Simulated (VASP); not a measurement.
Here is the system:

```xyz
2
Lattice="0.0000 2.6156 2.6156 2.6156 0.0000 2.6156 2.6156 2.6156 0.0000" Properties=species:S:1:pos:R:3 pbc="T T T"
Sr     0.0000     0.0000     0.0000
O      2.6156     2.6156     2.6156
```

Calculation: revTPSS meta-GGA, VASP's PBE PAW potentials (set 64) (plane waves; VASP 6.6.1). Numerical set-up: 520 eV cut-off, 9×9×9 Γ-centred mesh, Gaussian smearing of 0.050 eV, potentials Sr_sv O.

Problem. What does the run give for the energy per atom (σ→0), pressure?

Solution. 
```json
{
  "energy per atom (σ→0)": "-2001 meV/atom",
  "pressure": "-2.45 GPa"
}
```

Total energies compare only between runs with the same potentials, cut-off and functional.

The compound is SrO in the rock salt structure. This cell is one point of a volume scan, at 1.03 of the reference volume.
